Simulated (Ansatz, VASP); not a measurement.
**InGaSbAs ([001] superlattice of 1 + 1 monolayers (invented)) in two plane-wave programs**

Aim: how closely do two programs agree when they are given the same cell, functional and k mesh? The cell is generated by rule, not measured, and may not be a known phase. The cell is taken from a series of runs on this material, whose earlier steps may have relaxed, scaled, displaced or heated it; both programs get it as it stands.

Main program and level: Ansatz 0.2.0; plane waves, with VASP 6.6.1 beside it; relaxation of cell and atoms at r2SCAN.

### 1. The structure

It takes space group Pmm2 (No. 25, orthorhombic). Conventional cell: a = 4.303 Å, b = 4.341 Å, c = 6.146 Å, α = 90.00°, β = 90.00°, γ = 90.00°. In has 2 As at 2.65 Å and 2 Sb at 2.79 Å nearest. As has 2 Ga at 2.53 Å and 2 In at 2.65 Å nearest. Nearest to Ga lie 2 As at 2.53 Å and 2 Sb at 2.65 Å. Nearest to Sb lie 2 Ga at 2.65 Å and 2 In at 2.79 Å. Farther neighbours are not listed.

As a file:

```xyz
4
Lattice="4.3026 0.0000 0.0000 0.0000 4.3412 0.0000 0.0000 0.0000 6.1463" Properties=species:S:1:pos:R:3 pbc="T T T"
In    0.0000    0.0000    0.1157
As    0.0000    2.1706    1.6399
Ga    2.1513    2.1706    2.9760
Sb    2.1513    0.0000    4.4879
```

### 2. VASP: relaxation of cell and atoms, r2SCAN

The relaxed volume is the usual yardstick between codes: in a stiff, nearly cubic crystal its relative difference is about their pressure difference at one cell divided by the bulk modulus.

Lines of VASP's logs that name or quote its potential files are left out, and so is its time.

INCAR

```
SYSTEM = InGaSbAs
PREC = Accurate
ENCUT = 550
EDIFF = 1E-07
NELM = 120
ISMEAR = 0
SIGMA = 0.01
LREAL = .FALSE.
ALGO = Normal
METAGGA = R2SCAN
LASPH = .TRUE.
NBANDS = 24
LORBIT = 11
LWAVE = .FALSE.
LCHARG = .FALSE.
ISIF = 3
IBRION = 2
NSW = 80
EDIFFG = -0.005
GGA_COMPAT = .FALSE.
NELMIN = 4
LMIXTAU = .TRUE.
KPAR = 2
```

POSCAR

```
InGaSbAs
1.0
    4.3026280000      0.0000000000      0.0000000000
    0.0000000000      4.3412130000      0.0000000000
    0.0000000000      0.0000000000      6.1463020000
In As Ga Sb
1 1 1 1
Direct
    0.0000000000      0.0000000000      0.0188199343
    0.0000000000      0.5000001152      0.2668111655
    0.5000000000      0.5000001152      0.4841893548
    0.5000000000      0.0000000000      0.7301795454
```

KPOINTS

```
Automatic mesh
0
Gamma
8 8 6
0 0 0
```

PAW data sets: In_d, As, Ga_d and Sb (PBE family, release 64).

On the command line:

```sh
$ mpirun -np 2 vasp_std
```

Numbers of over 12 decimals in the logs are rounded to 6 here.

The program printed:

```text
[banner, memory and clock lines left out]
running    2 mpi-ranks, on    1 nodes
 distrk:  each k-point on    1 cores,    2 groups
 distr:  one band on    1 cores,    1 groups

 POSCAR found type information on POSCAR InAsGaSb
 POSCAR found :  4 types and       4 ions
|                                                                             |
|               ----> ADVICE to this user running VASP <----                  |
|                                                                             |
|     You enforced a specific xc type in the INCAR file but a different       |
|     [... a line on the potential file left out ...]
|     I HOPE YOU KNOW WHAT YOU ARE DOING!                                     |
|                                                                             |

 LDA part: xc-table for (None), standard interpolation
 POSCAR, INCAR and KPOINTS ok, starting setup
 FFT: planning ... GRIDC
 FFT: planning ... GRID_SOFT
 FFT: planning ... GRID
 WAVECAR not read
 entering main loop
       N       E                     dE             d eps       ncg     rms          rms(c)
DAV:   1     0.211455306606E+03    0.21146E+03   -0.17296E+04  4808   0.188E+03
DAV:   2    -0.522620970865E+02   -0.26372E+03   -0.25803E+03  5224   0.446E+02
DAV:   3    -0.798176732675E+02   -0.27556E+02   -0.27273E+02  6032   0.138E+02
DAV:   4    -0.807212283318E+02   -0.90356E+00   -0.90282E+00  5656   0.274E+01
DAV:   5    -0.807652841891E+02   -0.44056E-01   -0.44052E-01  7936   0.520E+00    0.637E+00
DAV:   6    -0.774389102382E+02    0.33264E+01   -0.21209E+00  5912   0.245E+01    0.356E+00
DAV:   7    -0.746095030614E+02    0.28294E+01   -0.75578E-01  5112   0.790E+00    0.154E+00
DAV:   8    -0.754502073840E+02   -0.84070E+00   -0.98491E-01  4960   0.670E+00    0.124E+00
DAV:   9    -0.754850805050E+02   -0.34873E-01   -0.70345E-02  5784   0.209E+00    0.706E-01
DAV:  10    -0.754874678260E+02   -0.23873E-02   -0.11781E-02  6328   0.881E-01    0.498E-01
DAV:  11    -0.755375888028E+02   -0.50121E-01   -0.37876E-02  4904   0.141E+00    0.146E-01
DAV:  12    -0.755376536434E+02   -0.64841E-04   -0.37543E-03  5760   0.485E-01    0.229E-01
DAV:  13    -0.755317190315E+02    0.59346E-02   -0.30820E-03  5088   0.452E-01    0.221E-01
DAV:  14    -0.755382365009E+02   -0.65175E-02   -0.37474E-03  4984   0.439E-01    0.517E-02
[...]
DAV:  19    -0.755400525747E+02   -0.42562E-04   -0.10052E-05  5120   0.247E-02    0.386E-02
DAV:  20    -0.755400846477E+02   -0.32073E-04   -0.17742E-05  5096   0.313E-02    0.273E-02
DAV:  21    -0.755400854377E+02   -0.79001E-06   -0.10919E-06  6384   0.106E-02    0.260E-02
DAV:  22    -0.755400854407E+02   -0.30177E-08   -0.14695E-06  5248   0.102E-02    0.165E-02
DAV:  23    -0.755400852362E+02    0.20457E-06   -0.30566E-07  4232   0.474E-03    0.137E-02
DAV:  24    -0.755400849409E+02    0.29528E-06   -0.57548E-07  4464   0.713E-03    0.103E-02
DAV:  25    -0.755400850530E+02   -0.11208E-06   -0.11888E-07  3720   0.254E-03    0.502E-03
DAV:  26    -0.755400850110E+02    0.41970E-07   -0.62749E-08  3264   0.241E-03
   1 F= -.75540085E+02 E0= -.75540085E+02  d E =-.755401E+02
[...]
2 F= -.75540188E+02 E0= -.75540188E+02  d E =-.103307E-03
[...]
3 F= -.75540198E+02 E0= -.75540198E+02  d E =-.112952E-03
[...]
4 F= -.75540224E+02 E0= -.75540224E+02  d E =-.263518E-04
 trial-energy change:   -0.000026  1 .order   -0.000027   -0.000054    0.000001
 step:   1.0832(harm=  1.0838)  dis= 0.00083  next Energy=   -75.540224 (dE=-0.264E-04)
 bond charge predicted
       N       E                     dE             d eps       ncg     rms          rms(c)
DAV:   1    -0.755402245050E+02   -0.16069E-06   -0.11443E-06  5352   0.761E-03    0.964E-04
DAV:   2    -0.755402244986E+02    0.64128E-08   -0.46644E-08  2648   0.238E-03    0.586E-04
DAV:   3    -0.755402244868E+02    0.11728E-07   -0.29084E-08  2608   0.155E-03    0.141E-04
DAV:   4    -0.755402244874E+02   -0.56934E-09   -0.16947E-08  2576   0.132E-03
   5 F= -.75540224E+02 E0= -.75540224E+02  d E =-.265246E-04
 curvature:  -0.73 expect dE=-0.191E-05 dE for cont linesearch -0.474E-08
 trial: gam= 0.00634 g(F)=  0.164E-05 g(S)=  0.996E-06 ort = 0.660E-06 (trialstep = 0.109E+01)
 search vector abs. value=  0.264E-05
 reached required accuracy - stopping structural energy minimisation
```

OUTCAR, selected parts (step 2):

```text
ion  position               nearest neighbor table
   1  0.000  0.000  0.019-   2 2.65   2 2.65   4 2.79   4 2.79
   2  0.000  0.500  0.267-   3 2.53   3 2.53   1 2.65   1 2.65
   3  0.500  0.500  0.484-   2 2.53   2 2.53   4 2.65   4 2.65
   4  0.500  0.000  0.730-   3 2.65   3 2.65   1 2.79   1 2.79

  LATTYP: Found a simple orthorhombic cell.
 ALAT       =     4.3026280000
 B/A-ratio  =     1.0089677750
 C/A-ratio  =     1.4284995124

 Subroutine GETGRP returns: Found  4 space group operations
 (whereof  4 operations were pure point group operations)

The static configuration has the point symmetry C_2v.

 Found    100 irreducible k-points:

   k-points           NKPTS =    100   k-points in BZ     NKDIM =    100   number of bands    NBANDS=     24

   dimension x,y,z NGX =    36 NGY =   36 NGZ =   48
   dimension x,y,z NGXF=    72 NGYF=   72 NGZF=   96

   ENCUT  =  550.0 eV  40.42 Ry    6.36 a.u.   8.23  8.30 11.75*2*pi/ulx,y,z

   NELECT =      36.0000    total number of electrons

 k-points in reciprocal lattice and weights: Automatic mesh
   0.00000000  0.00000000  0.00000000       0.003
   0.12500000  0.00000000  0.00000000       0.005
   0.25000000  0.00000000  0.00000000       0.005
   0.37500000  0.00000000  0.00000000       0.005
   0.50000000  0.00000000  0.00000000       0.003
   0.00000000  0.12500000  0.00000000       0.005
   0.12500000  0.12500000  0.00000000       0.010
   0.25000000  0.12500000  0.00000000       0.010
   0.37500000  0.12500000  0.00000000       0.010
[...]
0.37500000  0.50000000  0.50000000       0.005
   0.50000000  0.50000000  0.50000000       0.003

 average (electrostatic) potential at core
       1-102.3363       2 -54.5152       3 -70.8455       4 -92.7871

 E-fermi :   4.4822

 k-point     1 :       0.0000    0.0000    0.0000
  band No.  band energies     occupation
    ...
     14       1.6747      2.00000
     15       1.7332      2.00000
     16       4.0826      2.00000
     17       4.2764      2.00000
     18       4.3695      2.00000
     19       4.5058      0.00084
     20       5.8926      0.00000
     21       6.3211      0.00000
     22       7.8775      0.00000
     23       7.9263      0.00000
    ...

 k-point     2 :       0.1250    0.0000    0.0000
  band No.  band energies     occupation
    ...
     14       1.1985      2.00000
     15       1.8329      2.00000
     16       3.0648      2.00000
     17       3.8747      2.00000
     18       4.2130      2.00000
     19       5.4306      0.00000
     20       5.9693      0.00000
     21       6.9250      0.00000
     22       7.9609      0.00000
     23       7.9854      0.00000
    ...

 k-point     3 :       0.2500    0.0000    0.0000
  band No.  band energies     occupation
    ...
     14       0.5855      2.00000
     15       1.6128      2.00000
     16       2.1195      2.00000
     17       3.0588      2.00000
     18       4.0016      2.00000
     19       6.1824      0.00000
     20       6.2356      0.00000
     21       8.0281      0.00000
     22       8.3083      0.00000
     23       8.5399      0.00000
    ...

  Total       -0.0006463     -0.0077097      0.0047689      0.0000000      0.0000000      0.0000000
  in kB       -0.0090172     -0.1075729      0.0665406      0.0000000      0.0000000      0.0000000
  external PRESSURE =      -0.0166832 kB  Pullay stress =       0.0000000 kB

  energy-cutoff  :      550.00
  volume of cell :      114.83
      direct lattice vectors                 reciprocal lattice vectors
     4.301046249  0.000000000  0.000000000     0.232501569  0.000000000  0.000000000
     0.000000000  4.338760309  0.000000000     0.000000000  0.230480582  0.000000000
     0.000000000  0.000000000  6.153230940     0.000000000  0.000000000  0.162516247

 POSITION                                       TOTAL-FORCE (eV/Angst)
 -----------------------------------------------------------------------------------
      0.00000      0.00000      0.11191         0.000000      0.000000      0.002126
      0.00000      2.16938      1.64308         0.000000      0.000000      0.000739
      2.15052      2.16938      2.98139         0.000000      0.000000     -0.004949
      2.15052      0.00000      4.49346         0.000000      0.000000      0.002084
 -----------------------------------------------------------------------------------
    total drift:                                0.000000     -0.000271     -0.001513

  FREE ENERGIE OF THE ION-ELECTRON SYSTEM (eV)
  ---------------------------------------------------
  free  energy   TOTEN  =       -75.5402244874 eV

  energy  without entropy=      -75.5402243729  energy(sigma->0) =      -75.54022443

 reached required accuracy - stopping structural energy minimisation

 total charge
# of ion       s       p       d       tot
------------------------------------------
    1        0.849   0.760   9.874  11.484
    2        1.217   1.566   0.024   2.808
    3        0.863   0.721   9.976  11.560
    4        1.107   1.379   0.024   2.511
--------------------------------------------------
tot          4.036   4.427  19.899  28.362

[... 3 further parts left out ...]
```

CONTCAR:

```
InGaSbAs
   1.00000000000000
     4.3010462492708790    0.0000000000000000    0.0000000000000000
     0.0000000000000000    4.3387603087725397    0.0000000000000000
     0.0000000000000000    0.0000000000000000    6.1532309403966776
  In              As              Ga              Sb
     1     1     1     1
Direct
     0.0000000000000000    0.0000000000000000    0.0181876410538265
     0.0000000000000000    0.5000001152000024    0.2670277320926637
     0.5000000000000000    0.5000001152000024    0.4845250732631404
     0.5000000000000000    0.0000000000000000    0.7302595535903694
```

The run keeps the 4 symmetry operations of its start, so it cannot find a distortion of lower symmetry.

[end of part 1 of 2]

[Lines on the potential files, build, host, timing and source positions are cut from VASP's logs without a mark.]

[Logs are printed without paths, hosts, clocks, repeated set-up lines and the standing remarks that a program may print on its own settings, such as how far it seeks lower states.]

[Hosts, paths, dates, database ids (printed as entryN), source tags and the programs' standing remarks are cut or masked in the printed files.]
